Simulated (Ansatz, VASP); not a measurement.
## Ta2Ge in two plane-wave programs

Wanted: the spread between two codes on one cell, functional and k mesh. The cell is invented: As first built, before any earlier steps moved the atoms (in the runner's words): it takes the W2C structure with all of its atoms replaced by other elements, volume scaled by an estimate. It may not be a known or stable phase. The cell is a member of a volume series, scaled by 0.94 from a relaxed one, so a pressure remains.

Method: plane waves, with VASP 6.6.1 beside it; single point at LDA, in Ansatz 0.2.0.

**1. The structure**

It takes space group P-3m1 (No. 164, trigonal). Conventional cell: a = 4.524 Å, b = 4.524 Å, c = 2.660 Å, α = 90.00°, β = 90.00°, γ = 120.00°. Ta has 5 Ta at 2.66 to 2.88 Å and 3 Ge at 2.71 Å nearest. Nearest to Ge lie 2 Ge at 2.66 Å and 6 Ta at 2.71 Å. As first built, before any earlier steps moved the atoms (in the runner's words): sites of the W2C structure (space group 164) filled with other elements, volume scaled by an estimate. Farther neighbours are not listed.

**2. VASP: single point, LDA, volume scaled by 0.94**

With cell and atoms fixed, the geometry can't cause a difference; cores, projectors, grids and the points listed under the comparison can.

Lines of VASP's logs that name or quote its potential files are left out, and so is its time.

INCAR

```
SYSTEM = Ta2Ge
PREC = Accurate
ENCUT = 410
EDIFF = 1E-06
NELM = 100
ISMEAR = 1
SIGMA = 0.2
LREAL = .FALSE.
ALGO = Normal
GGA = CA
LORBIT = 11
LWAVE = .FALSE.
LCHARG = .FALSE.
ISIF = 2
```

POSCAR

```
Ta2Ge
1.0
    4.5241371671      0.0000000000      0.0000000000
   -2.2620685835      3.9180177009      0.0000000000
    0.0000000000      0.0000000000      2.6596178414
Ta Ge
2 1
Direct
    0.3333333300      0.6666666700      0.7294796003
    0.6666666700      0.3333333300      0.2705203997
    0.0000000000      0.0000000000      0.0000000000
```

KPOINTS

```
Automatic mesh
0
Gamma
6 6 8
0 0 0
```

The projector-augmented-wave data sets are Ta_pv and Ge_d (LDA family, release 64).

Launch:

```sh
mpirun -np 1 vasp_std
```

Numbers of over 12 decimals in the logs are rounded to 6 here.

Log:

```text
[banner, memory and clock lines left out]
running    1 mpi-ranks, on    1 nodes
 distrk:  each k-point on    1 cores,    1 groups
 distr:  one band on    1 cores,    1 groups

 POSCAR found type information on POSCAR TaGe
 POSCAR found :  2 types and       3 ions
 LDA part: xc-table for (Slater(with rela. corr.)+CA(PZ))
 , standard interpolation
 POSCAR, INCAR and KPOINTS ok, starting setup
 FFT: planning ... GRIDC
 FFT: planning ... GRID_SOFT
 FFT: planning ... GRID
 WAVECAR not read
 entering main loop
       N       E                     dE             d eps       ncg     rms          rms(c)
DAV:   1     0.284585250504E+03    0.28459E+03   -0.17613E+04  2164   0.301E+03
DAV:   2    -0.550926303096E+01   -0.29009E+03   -0.28501E+03  2014   0.612E+02
DAV:   3    -0.308367012099E+02   -0.25327E+02   -0.24786E+02  2344   0.133E+02
DAV:   4    -0.315509771180E+02   -0.71428E+00   -0.69918E+00  2318   0.219E+01
DAV:   5    -0.315719774487E+02   -0.21000E-01   -0.20991E-01  2602   0.352E+00    0.222E+01
DAV:   6    -0.308888930509E+02    0.68308E+00   -0.75023E-01  2256   0.745E+00    0.112E+01
DAV:   7    -0.306632547897E+02    0.22564E+00   -0.53744E-01  2418   0.653E+00    0.725E-01
DAV:   8    -0.306597601223E+02    0.34947E-02   -0.16752E-02  2370   0.123E+00    0.287E-01
DAV:   9    -0.306590856876E+02    0.67443E-03   -0.19037E-03  2416   0.569E-01    0.602E-02
DAV:  10    -0.306590713138E+02    0.14374E-04   -0.11718E-04  2624   0.125E-01    0.269E-02
DAV:  11    -0.306590716218E+02   -0.30801E-06   -0.93191E-06  2538   0.430E-02
   1 F= -.30659072E+02 E0= -.30657607E+02  d E =-.439307E-02
```

From OUTCAR (step 2):

```text
ion  position               nearest neighbor table
   1  0.333  0.667  0.729-   3 2.71   3 2.71   3 2.71   2 2.88   2 2.88   2 2.88   2 2.98   2 2.98
                             2 2.98   3 3.25   3 3.25   3 3.25
   2  0.667  0.333  0.271-   3 2.71   3 2.71   3 2.71   1 2.88   1 2.88   1 2.88   1 2.98   1 2.98
                             1 2.98   3 3.25   3 3.25   3 3.25
   3  0.000  0.000  0.000-   1 2.71   2 2.71   1 2.71   2 2.71   2 2.71   1 2.71   1 3.25   2 3.25
                             2 3.25   1 3.25   1 3.25   2 3.25

  LATTYP: Found a hexagonal cell.
 ALAT       =     4.5241371671
 C/A-ratio  =     0.5878729453

 Subroutine GETGRP returns: Found 12 space group operations
 (whereof 12 operations were pure point group operations)

The static configuration has the point symmetry D_3d.

 Found     44 irreducible k-points:

   k-points           NKPTS =     44   k-points in BZ     NKDIM =     44   number of bands    NBANDS=     22

   dimension x,y,z NGX =    30 NGY =   30 NGZ =   18
   dimension x,y,z NGXF=    60 NGYF=   60 NGZF=   36

   ENCUT  =  410.0 eV  30.13 Ry    5.49 a.u.   7.47  7.47  4.39*2*pi/ulx,y,z

   NELECT =      36.0000    total number of electrons

 k-points in reciprocal lattice and weights: Automatic mesh
   0.00000000  0.00000000  0.00000000       0.003
   0.16666667 -0.00000000  0.00000000       0.021
   0.33333333 -0.00000000  0.00000000       0.021
   0.50000000 -0.00000000  0.00000000       0.010
   0.16666667  0.16666667  0.00000000       0.021
   0.33333333  0.16666667  0.00000000       0.042
   0.33333333  0.33333333  0.00000000       0.007
   0.00000000  0.00000000  0.12500000       0.007
   0.16666667 -0.00000000  0.12500000       0.021
[...]
0.33333333  0.16666667  0.50000000       0.042
   0.33333333  0.33333333  0.50000000       0.007

 average (electrostatic) potential at core
       1 -34.8442       2 -34.8442       3 -72.5271

 E-fermi :   7.4820

 k-point     1 :       0.0000    0.0000    0.0000
  band No.  band energies     occupation
    ...
     14       2.7837      2.00000
     15       3.7747      2.00000
     16       4.5566      2.00000
     17       7.2471      2.07007
     18       7.2472      2.07007
     19       9.4059     -0.00000
     20      10.6509     -0.00000
     21      10.6509     -0.00000
     22      12.9668      0.00000

 k-point     2 :       0.1667   -0.0000    0.0000
  band No.  band energies     occupation
    ...
     14       3.0053      2.00000
     15       3.7721      2.00000
     16       5.5068      2.00000
     17       6.9253      2.00059
     18       7.1961      2.06129
     19       9.8162     -0.00000
     20      10.4855     -0.00000
     21      10.6452     -0.00000
     22      12.3575      0.00000

 k-point     3 :       0.3333   -0.0000    0.0000
  band No.  band energies     occupation
    ...
     14       3.5322      2.00000
     15       3.5454      2.00000
     16       5.9284      2.00000
     17       6.3009      2.00000
     18       7.1141      2.02592
     19      10.0681     -0.00000
     20      10.6092     -0.00000
     21      10.6530     -0.00000
     22      11.0529     -0.00000

  Total        3.4938560      3.4938560      5.0341510      0.0000000      0.0000000      0.0000000
  in kB      118.7392201    118.7392191    171.0863751      0.0000000      0.0000000      0.0000000
  external PRESSURE =     136.1882714 kB  Pullay stress =       0.0000000 kB

  energy-cutoff  :      410.00
  volume of cell :       47.14
      direct lattice vectors                 reciprocal lattice vectors
     4.524137167  0.000000000  0.000000000     0.221036623  0.127615554  0.000000000
    -2.262068584  3.918017701  0.000000000     0.000000000  0.255231108  0.000000000
     0.000000000  0.000000000  2.659617841     0.000000000  0.000000000  0.375993868

 POSITION                                       TOTAL-FORCE (eV/Angst)
 -----------------------------------------------------------------------------------
     -0.00000      2.61201      1.94014         0.000000      0.000000     -0.161186
      2.26207      1.30601      0.71948        -0.000000     -0.000000      0.161186
      0.00000      0.00000      0.00000         0.000000      0.000000      0.000000
 -----------------------------------------------------------------------------------
    total drift:                                0.000000      0.000000     -0.000000

  FREE ENERGIE OF THE ION-ELECTRON SYSTEM (eV)
  ---------------------------------------------------
  free  energy   TOTEN  =       -30.6590716218 eV

  energy  without entropy=      -30.6546785531  energy(sigma->0) =      -30.65760727

 total charge
# of ion       s       p       d       tot
------------------------------------------
    1        0.370   6.187   2.574   9.131
    2        0.370   6.187   2.574   9.131
    3        1.161   1.281  10.093  12.534
--------------------------------------------------
tot          1.900  13.655  15.240  30.795

[... 3 further parts left out ...]
```

The run ends at a pressure of 13.62 GPa, with forces up to 0.16 eV/Å.

**3. Ansatz: single point, LDA, volume scaled by 0.94**

Ansatz runs on its default PAW (the set named soft_2) files.

The same cell, functional (in two slightly different forms), mesh and smearing now go to Ansatz, which takes its cutoff from its data sets.

input.yaml

```yaml
crystal:
  lattice:
    - [4.5241371671, 0.0, 0.0]
    - [-2.2620685835, 3.9180177009, 0.0]
    - [0.0, 0.0, 2.6596178414]
  atoms:
    - { symbol: Ta, position: [0.33333333, 0.66666667, 0.7294796003] }
    - { symbol: Ta, position: [0.66666667, 0.33333333, 0.2705203997] }
    - { symbol: Ge, position: [0.0, 0.0, 0.0] }
hamiltonian:
  xc: lda
  pseudopotentials: { kind: paw }
kpoints:
  mp_grid: { grid: [6, 6, 8] }
scf:
  occupations: { method: methfessel_paxton, width: 0.2 }
  n_extra_bands: 4
output:
  forces: true
  stress: true
  eigenvalues: true
  write_density: true
  write_potential: true
  elf: true
  volumetric_format: npy
```

Launch:

```sh
ansatz run input.yaml --threads 2 --pin off --max-ram 4608MiB --backend cpu --events-out ev --progress --plain --runs-dir out
```

Log:

```text
scf.n_extra_bands = 4 over 20 filled bands (N_el = 40.0): the run solves 24 bands
Engine: ansatz 0.2.0, aarch64-unknown-linux-gnu
Pseudopotentials: kind: paw
Pseudopotential: Ta, paw, valence charge 13, recommended cutoff 420 eV (normal), Ta.paw.azcp
Pseudopotential: Ge, paw, valence charge 14, recommended cutoff 420 eV (normal), Ge.paw.azcp
Functional definition: SPW92
  exchange = slater_x
  correlation = pw_c
Crystal: 3 atoms, lattice volume = 47.143 Å³
Basis set: ecut = 420 eV, 927 PW (Γ)
Bands: 24, of which v1, the nominal top of the filled ones, is band 20 counted from 1 (19 counted from 0)
Symmetry: 12 space group operations
Space group: P-3m1 (ITA 164), of the structure as read, at distance tolerance 3.6e-5 Å
k-points: 44 of 288
Non-local potential: Ta, projectors of the file, l = 0: 3, l = 1: 2, l = 2: 2, l = 3: 1
Non-local potential: Ge, projectors of the file, l = 0: 2, l = 1: 2, l = 2: 3, l = 3: 1
PAW form: soft (Blöchl's): semilocal exchange-correlation on the pseudo side does not see the compensation charge
PAW frozen core: Ta, regenerated for the run's functional, and the local potential with it (the file was generated under x = pbe(κ = 0.804, μ = 0.219515), c = pbe(β = 0.066725))
PAW frozen core: Ge, regenerated for the run's functional, and the local potential with it (the file was generated under x = pbe(κ = 0.804, μ = 0.219515), c = pbe(β = 0.066725))
PAW one-centre angular grid: Ta, 590 points (default); XC on 64 Gauss nodes
PAW one-centre angular grid: Ge, 590 points (default); XC on 64 Gauss nodes
Initial density: superposition of atomic densities (neutral atoms: chi_scale 0, normalization atom), corrected by the library's trained network
Initial wavefunctions: pseudopotential atomic-orbital guess
Functional: x = slater, c = lda
SCF iter   1: F=—  HF=-23580.776318 eV  |F-HF|=—  |Δ(HF+E_count)|=         —  Δρ=9.25e-3  dr2=3.31e-2  ethr=1.77e-3  ⟨swp⟩=5.0  Hψ=4504  notcnv=0
preconditioner: auto → none  [metal: Δε(μ)=0.026 eV  Ē_g=14.626 eV  σ=0.200 eV  W_gap=0.11  n_scr=8 (ndim 8)  ℏωp=26.5 eV  f_vac=0.000  D(μ)=2.44/eV (n_scr^D=26)  sad-step TF]
SCF iter   2: F=—  HF=-23580.769218 eV  |F-HF|=—  |Δ(HF+E_count)|=   7.10e-3  S|Δr|=    0.00e0  Δρ=5.44e-3  dr2=1.38e-2  ethr=8.27e-5  ⟨swp⟩=1.0  Hψ=1433  notcnv=0
SCF iter   3: F=—  HF=-23580.765451 eV  |F-HF|=—  |Δ(HF+E_count)|=   3.77e-3  S|Δr|=    0.00e0  Δρ=1.59e-3  dr2=5.43e-4  ethr=3.44e-5  ⟨swp⟩=2.0  Hψ=1576  notcnv=0
SCF iter   4: F=—  HF=-23580.764636 eV  |F-HF|=—  |Δ(HF+E_count)|=   8.15e-4  S|Δr|=    0.00e0  Δρ=2.51e-4  dr2=1.08e-5  ethr=1.36e-6  ⟨swp⟩=2.0  Hψ=1505  notcnv=0
SCF iter   5: F=—  HF=-23580.764633 eV  |F-HF|=—  |Δ(HF+E_count)|=   2.80e-6  S|Δr|=    0.00e0  Δρ=3.81e-5  dr2=9.25e-7  ethr=2.71e-8  ⟨swp⟩=2.0  Hψ=1914  notcnv=0
SCF iter   6: F=-23580.764633 eV  HF=-23580.764633 eV  |F-HF|=4.01e-8  |Δ(HF+E_count)|=   2.06e-7  S|Δr|=    0.00e0  Δρ=1.12e-5  dr2=3.21e-8  ethr=2.50e-10  ⟨swp⟩=10.2  Hψ=7325  notcnv=0
SCF 1 converged in 6 iterations: F = -23580.764633 eV  dr2 = 3.21e-8
  greatest PAW one-centre occupation: 1.000 electrons in one spin orbital (limit 2), on the Ta atom at site 1 (counted from 0), in its partial waves of l = 0
SCF converged after 6 iterations
Stability not checked: this state was not tested for a lower state beside it, because cold or Methfessel-Paxton smearing, or corrected tetrahedra, fill the levels in a way that the test cannot read (fill_not_monotonic; see scf.lower_state_search)
Free energy (F): -23580.764633 eV
Harris-Foulkes:  -23580.764633 eV  (|F-HF|=4.01e-8)
Internal energy: -23580.759405 eV  (E = F + TS)
E sigma→0 (E₀):  -23580.763326 eV
Entropy (-TS):   -0.005228 eV (-1.743 meV/atom)
Fermi energy:    19.022811 eV
--- Per-component energies (eV) ---
  E_band       = -209.516286
  E_kinetic    = 856.294733
  E_local      = -2952.340718  (includes V_loc(G=0)·N_el)
  E_nonlocal   = 465.127426
  E_hartree    = 1227.806425
  E_xc         = -513.740477
  E_vxc        = -479.525284  (∫ρ·V_xc dr)
  E_paw        = -18240.525576  (= ΣΔE_a)
  E_vpaw       = -554.679382  (= ΣTr[D̂ρ^β])
  E_aug_tail   = 0.000482  (compensation charges beyond the density's cutoff)
  E_ewald      = -4425.807832
  E_core_change = 2.426132  (= ΣΔE_core)
  E_smearing   = -0.005228  (= −TS)
  E_closure    = -0.000000  (closes the sum)
  Σ components = -23580.764633   (vs F -23580.764633, Δ=0.00e0)
--- Forces (eV/Å), atoms counted from 1 ---
  atom   1  Ta     0.00000000     0.00000000    -0.14899026
  atom   2  Ta     0.00000000    -0.00000000     0.14899026
  atom   3  Ge     0.00000000    -0.00000000     0.00000000
  max |Σ_I F_I| component: 9.25e-18 eV/Å
--- Stress (GPa, compression-positive) ---
       11.020056       0.000000      -0.000000
        0.000000      11.020056      -0.000000
       -0.000000       0.000000      16.325730
  P = ⅓ Tr σ = 12.7886 GPa (127.886 kbar)
--- Band table (eV; the first three rows and the last of 44) ---
  k-point 0: bands = [... 16 lower, 15.3237, 16.0796, 18.7831, 18.7831, 20.9357, 22.1959, 22.1959, 24.5128]
  k-point 1: bands = [... 16 lower, 16.0818, 16.9292, 18.3624, 18.3624, 21.2868, 21.5523, 21.5523, 23.8264]
  k-point 2: bands = [... 16 lower, 17.0798, 17.2890, 17.2890, 19.1201, 20.7071, 20.7071, 21.9356, 22.5803]
  k-point 43: bands = [... 16 lower, 14.6290, 17.9388, 17.9790, 19.5238, 19.5238, 20.7184, 20.7184, 23.3452]
```

Elapsed: 3.7 s, on 2 threads of Arm Neoverse N1, shared host; peak memory 0.34 GiB.

The run ends at a pressure of 12.79 GPa, with forces up to 0.15 eV/Å.

**4. Differences**

Known differences besides the potentials themselves: the two LDA forms differ slightly; the data sets hold 40 valence electrons in Ansatz (default PAW (the set named soft_2) files) and 36 in VASP; the cutoff is 420 eV in Ansatz and 410 eV in VASP; VASP's log shows a relativistic correction to its local exchange, Ansatz's none. Total energies have different zeros and are not compared.

Both answers:

```csv
quantity,Ansatz,VASP,difference
pressure (GPa),12.79,13.62,-0.83
```

Forces (eV/Å; atoms numbered as in POSCAR):

```csv
atom,"Ansatz x, y, z","VASP x, y, z"
Ta1,"0.000, 0.000, -0.149","0.000, 0.000, -0.161"
Ta2,"0.000, 0.000, 0.149","0.000, 0.000, 0.161"
Ge3,"0.000, 0.000, 0.000","0.000, 0.000, 0.000"
```

The forces differ by 5.8 meV/Å r.m.s., which is 7.6 % of the r.m.s. force of 0.08 eV/Å (both taken over all components).

**5. VASP: single point, LDA, volume scaled by 0.96**

A single point gives forces, pressure and levels at one fixed geometry, so differences don't come from the geometry; what else differs is listed under the comparison. The cell compared in this pair holds 48.15 Å³, against 47.14 Å³ for the pair before.

INCAR is that of step 2.

POSCAR

```
Ta2Ge
1.0
    4.5559983378      0.0000000000      0.0000000000
   -2.2779991688      3.9456102839      0.0000000000
    0.0000000000      0.0000000000      2.6783481616
Ta Ge
2 1
Direct
    0.3333333300      0.6666666700      0.7294796003
    0.6666666700      0.3333333300      0.2705203997
    0.0000000000      0.0000000000      0.0000000000
```

KPOINTS is that of step 2.

Launch:

```sh
mpirun -np 1 vasp_std
```

Log:

```text
[... set-up lines as in an earlier step ...]
 entering main loop
       N       E                     dE             d eps       ncg     rms          rms(c)
DAV:   1     0.277963319601E+03    0.27796E+03   -0.17537E+04  2212   0.297E+03
DAV:   2    -0.590579336543E+01   -0.28387E+03   -0.27870E+03  2032   0.604E+02
DAV:   3    -0.309051254393E+02   -0.24999E+02   -0.24488E+02  2326   0.131E+02
DAV:   4    -0.316488821156E+02   -0.74376E+00   -0.73657E+00  2310   0.222E+01
[...]
DAV:  10    -0.307294904255E+02    0.11445E-04   -0.10703E-04  2658   0.126E-01    0.272E-02
DAV:  11    -0.307294904407E+02   -0.15189E-07   -0.10075E-05  2550   0.443E-02    0.837E-03
DAV:  12    -0.307294902529E+02    0.18779E-06   -0.12020E-06  1640   0.120E-02
   1 F= -.30729490E+02 E0= -.30727412E+02  d E =-.623364E-02
```

From OUTCAR (step 5):

```text
  Total        2.0770329      2.0770328      3.5884546      0.0000000      0.0000000     -0.0000000
  in kB       69.1176836     69.1176830    119.4134562      0.0000000      0.0000000     -0.0000000
  external PRESSURE =      85.8829409 kB  Pullay stress =       0.0000000 kB

 POSITION                                       TOTAL-FORCE (eV/Angst)
 -----------------------------------------------------------------------------------
     -0.00000      2.63041      1.95380         0.000000     -0.000000     -0.118487
      2.27800      1.31520      0.72455        -0.000000      0.000000      0.118487
      0.00000      0.00000      0.00000        -0.000000      0.000000      0.000000
 -----------------------------------------------------------------------------------
    total drift:                                0.000000      0.000000     -0.000000

  FREE ENERGIE OF THE ION-ELECTRON SYSTEM (eV)
  ---------------------------------------------------
  free  energy   TOTEN  =       -30.7294902529 eV

  energy  without entropy=      -30.7232566084  energy(sigma->0) =      -30.72741237

[... 1 part as in an earlier step ...]

[... 2 further parts left out ...]
[key lines of the parts left out:]
E-fermi :   7.2610
```

The run ends at a pressure of 8.59 GPa, with forces up to 0.12 eV/Å.

**6. Ansatz: single point, LDA, volume scaled by 0.96**

The same cell, functional (in two slightly different forms), mesh and smearing now go to Ansatz, which takes its cutoff from its data sets.

The cell is a member of a volume series, scaled by 0.96 from a relaxed one, so a pressure remains.

input.yaml, the sections that differ from step 3:

```yaml
crystal:
  lattice:
    - [4.5559983378, 0.0, 0.0]
    - [-2.2779991688, 3.9456102839, 0.0]
    - [0.0, 0.0, 2.6783481616]
  atoms:
    - { symbol: Ta, position: [0.33333333, 0.66666667, 0.7294796003] }
    - { symbol: Ta, position: [0.66666667, 0.33333333, 0.2705203997] }
    - { symbol: Ge, position: [0.0, 0.0, 0.0] }
output:
  forces: true
  stress: true
  eigenvalues: true
# hamiltonian, kpoints, scf: as in step 3
```

Launch:

```sh
ansatz run input.yaml --threads 2 --pin off --max-ram 4608MiB --backend cpu --events-out ev --progress --plain --runs-dir out
```

Log:

```text
[...]
Crystal: 3 atoms, lattice volume = 48.147 Å³
Basis set: ecut = 420 eV, 939 PW (Γ)
Bands: 24, of which v1, the nominal top of the filled ones, is band 20 counted from 1 (19 counted from 0)
Symmetry: 12 space group operations
[...]
k-points: 44 of 288
[...]
--- Band table (eV; the first three rows and the last of 44) ---
  k-point 0: bands = [... 16 lower, 14.9550, 15.6175, 18.3157, 18.3157, 20.4077, 21.6804, 21.6804, 23.9322]
  k-point 1: bands = [... 16 lower, 15.6891, 16.4387, 17.9104, 17.9104, 20.7537, 21.0569, 21.0569, 23.2671]
  k-point 2: bands = [... 16 lower, 16.6472, 16.8775, 16.8775, 18.5637, 20.2309, 20.2309, 21.3808, 22.0433]
  k-point 43: bands = [... 16 lower, 14.2714, 17.5281, 17.5559, 19.0311, 19.0311, 20.2323, 20.2323, 22.8003]
[key lines of the parts left out:]
SCF converged after 6 iterations
Free energy (F): -23580.829350 eV
Fermi energy:    18.563071 eV
P = ⅓ Tr σ = 7.9826 GPa (79.826 kbar)
```

It took 2.7 s on 2 threads; peak memory 0.34 GiB; 5 s of CPU time.

The run ends at a pressure of 7.98 GPa, with forces up to 0.11 eV/Å.

**7. Comparison**

Compared:

| quantity | Ansatz | VASP | difference |
| --- | --- | --- | --- |
| pressure (GPa) | 7.98 | 8.59 | -0.61 |

Forces (eV/Å; atoms numbered as in POSCAR):

```csv
atom,"Ansatz x, y, z","VASP x, y, z"
Ta1,"0.000, 0.000, -0.107","0.000, 0.000, -0.118"
Ta2,"0.000, 0.000, 0.107","0.000, 0.000, 0.118"
Ge3,"0.000, 0.000, 0.000","0.000, 0.000, 0.000"
```

The forces differ by 5.2 meV/Å r.m.s., which is 9.3 % of the r.m.s. force of 0.06 eV/Å (both taken over all components).

(Continued in part 2 of 2.)

[Lines on the potential files, build, host, timing and source positions are cut from VASP's logs without a mark.]

[Logs are printed without paths, hosts, clocks, repeated set-up lines and the standing remarks that a program may print on its own settings, such as how far it seeks lower states.]

[Hosts, paths, dates, database ids (printed as entryN), source tags and the programs' standing remarks are cut or masked in the printed files.]
